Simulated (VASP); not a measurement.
OSZICAR of a VASP run on Tc (hcp):

### OSZICAR
```
       N       E                     dE             d eps       ncg     rms          rms(c)
DAV:   1     0.306502933470E+03    0.30650E+03   -0.16430E+04  4622   0.157E+03
DAV:   2    -0.164654159880E+02   -0.32297E+03   -0.31992E+03  5077   0.453E+02
DAV:   3    -0.241137010749E+02   -0.76483E+01   -0.74608E+01  5552   0.806E+01
DAV:   4    -0.241883723732E+02   -0.74671E-01   -0.74180E-01  5184   0.767E+00
DAV:   5    -0.241889859716E+02   -0.61360E-03   -0.61317E-03  5098   0.673E-01    0.262E+01
DAV:   6    -0.227179576658E+02    0.14710E+01   -0.35065E+00  4844   0.186E+01    0.818E+00
DAV:   7    -0.225409523911E+02    0.17701E+00   -0.66596E-01  5165   0.726E+00    0.938E-01
DAV:   8    -0.225294671259E+02    0.11485E-01   -0.12418E-02  4733   0.125E+00    0.298E-01
DAV:   9    -0.225293739823E+02    0.93144E-04   -0.51046E-04  5419   0.190E-01    0.283E-02
DAV:  10    -0.225293770344E+02   -0.30521E-05   -0.29584E-05  4794   0.480E-02    0.131E-02
DAV:  11    -0.225293768619E+02    0.17244E-06   -0.85511E-07  2501   0.998E-03
   1 F= -.22529377E+02 E0= -.22529281E+02  d E =-.225294E+02
```

Problem. Which electronic solver shows in the log?

Solution. It is blocked Davidson (ALGO = Normal, or the opening steps of other solvers). The INCAR had ALGO = Normal.

Problem. Can the final energy be trusted as converged?

Solution. The calculation finished and met its thresholds. It stopped with EDIFF = 1E-6, NELM = 100, NSW = 40 and EDIFFG = -0.02 after 1 ionic step (PBEsol GGA, plane waves, VASP's PBE PAW potentials (set 64)).

The compound is Tc in the hcp structure. It was relaxed first.
